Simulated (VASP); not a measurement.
Given:

```
CELL_PARAMETERS angstrom
      0.00000     2.69078     2.69078
      2.69078     0.00000     2.69078
      2.69078     2.69078     0.00000
ATOMIC_POSITIONS crystal
  Zn 0.00000 0.00000 0.00000
  S  0.25000 0.25000 0.25000
```

Computed with PBE GGA with D4 dispersion, VASP's PBE PAW potentials (set 64) (plane waves; VASP 6.6.1). Settings: 520 eV cut-off, Gaussian smearing of 0.050 eV, potentials Zn S.

Q: Give the energies of bands 2 to 12 at the high-symmetry points, in eV from the valence-band maximum.

A: 
| band | Γ | X | U | L | W |
|---|---|---|---|---|---|
| 2 | -6.39 | -6.43 | -6.31 | -6.27 | -6.26 |
| 3 | -6.39 | -6.04 | -6.10 | -6.27 | -6.10 |
| 4 | -6.39 | -6.04 | -5.98 | -5.84 | -5.94 |
| 5 | -5.88 | -5.80 | -5.84 | -5.84 | -5.91 |
| 6 | -5.88 | -5.66 | -5.52 | -5.67 | -5.46 |
| 7 | 0.00 | -4.61 | -4.68 | -5.37 | -4.65 |
| 8 | 0.00 | -2.27 | -3.17 | -0.88 | -2.81 |
| 9 | 0.00 | -2.27 | -1.84 | -0.88 | -2.76 |
| 10 | 2.17 | 3.38 | 4.12 | 3.34 | 5.70 |
| 11 | 6.39 | 4.07 | 6.00 | 6.92 | 6.09 |
| 12 | 6.39 | 11.07 | 9.43 | 6.92 | 7.90 |

The gap is direct, 2.17 eV, from the valence maximum at Γ to the conduction minimum at Γ.

Measured: gap 3.94 eV (computed value off by -1.77 eV), as given by Wei Chen et al., Physical Review Materials (2018), doi:10.1103/physrevmaterials.2.073803 [zero-point renormalisation of 0.1 eV added back (the table's ZPR column)].

The compound is ZnS in the zinc blende structure. It was relaxed first.
